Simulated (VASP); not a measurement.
OSZICAR of a VASP run on WSi₂ (MoSi2 type):

OSZICAR:
```
       N       E                     dE             d eps       ncg     rms          rms(c)
DAV:   1     0.114558103079E+03    0.11456E+03   -0.96110E+03  4898   0.123E+03
DAV:   2    -0.158294878280E+02   -0.13039E+03   -0.12863E+03  5688   0.319E+02
DAV:   3    -0.192119460670E+02   -0.33825E+01   -0.33291E+01  6549   0.464E+01
DAV:   4    -0.192354128410E+02   -0.23467E-01   -0.23409E-01  5548   0.445E+00
DAV:   5    -0.192357102386E+02   -0.29740E-03   -0.29738E-03  6633   0.490E-01    0.249E+01
DAV:   6    -0.180474685836E+02    0.11882E+01   -0.70917E+00  5877   0.200E+01    0.742E+00
DAV:   7    -0.180240021814E+02    0.23466E-01   -0.23308E-01  5779   0.341E+00    0.401E+00
DAV:   8    -0.180301522275E+02   -0.61500E-02   -0.78877E-02  6472   0.170E+00    0.388E-01
DAV:   9    -0.180335818318E+02   -0.34296E-02   -0.47968E-03  6109   0.445E-01    0.266E-01
DAV:  10    -0.180366025758E+02   -0.30207E-02   -0.60725E-03  5961   0.461E-01    0.839E-02
DAV:  11    -0.180368438366E+02   -0.24126E-03   -0.51128E-04  6367   0.125E-01    0.373E-02
DAV:  12    -0.180369072682E+02   -0.63432E-04   -0.12465E-04  6017   0.581E-02    0.163E-02
DAV:  13    -0.180369206826E+02   -0.13414E-04   -0.43465E-05  6080   0.345E-02    0.716E-03
DAV:  14    -0.180369220130E+02   -0.13304E-05   -0.42017E-06  5272   0.117E-02    0.356E-03
DAV:  15    -0.180369222641E+02   -0.25109E-06   -0.33054E-07  2683   0.395E-03
   1 F= -.18036922E+02 E0= -.18036760E+02  d E =-.486188E-03
```

Question: Which electronic solver shows in the log?

Answer: It is blocked Davidson (ALGO = Normal, or the opening steps of other solvers). The INCAR had ALGO = Normal.

Question: Can the final energy be trusted as converged?

Answer: Self-consistency was reached. It stopped with EDIFF = 1E-6, NELM = 100 (PBE GGA + U (Dudarev), plane waves, VASP's PBE PAW potentials (set 64)).

The compound is WSi2 in the MoSi2 type structure. The cell was not relaxed at this level. The run is one of a series of settings (LDAU = .TRUE., LDAUJ = 0 0, LDAUL = -1 2, LDAUTYPE = 2, LDAUU = 0 6.0 against the base run), some of them coarse on purpose.
